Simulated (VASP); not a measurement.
# Mo$_{3}$Si (A15): computed properties

Level of theory: r2SCAN meta-GGA, VASP's PBE PAW potentials (set 64) (plane waves; VASP).

```
Property                                                                                                   Value
----------------------------------  ----------------------------------------------------------------------------
space group                                                                                          Pm-3n (223)
cell                                a = 4.8866 Å, b = 4.8866 Å, c = 4.8866 Å, α = 90.00°, β = 90.00°, γ = 90.00°
volume per atom                                                                                    14.59 Å³/atom
band gap (over mesh and band path)                                      none (metal, semimetal or under 0.01 eV)
density                                                                                               8.99 g/cm³
```

Mo$_{3}$Si is taken in the cubic space group Pm-3n (No. 223), the A15 (Cr3Si type) structure, Pearson symbol cP8. Lattice parameters: a = b = c = 4.8866 Å, α = β = γ = 90.00°. Si on 2a is coordinated by 12 Mo at 2.732 Å. Mo on 6c has 2 Mo at 2.443 Å and 8 Mo at 2.992 Å and 4 Si at 2.732 Å. (Neighbours: up to the widest gap in distance over summed covalent radii, below 1.35, at either atom; cation-cation and far metal-metal contacts left out.)

The compound is Mo3Si in the A15 structure. It was relaxed first. Symmetry was kept, so distortions that lower it aren't found.
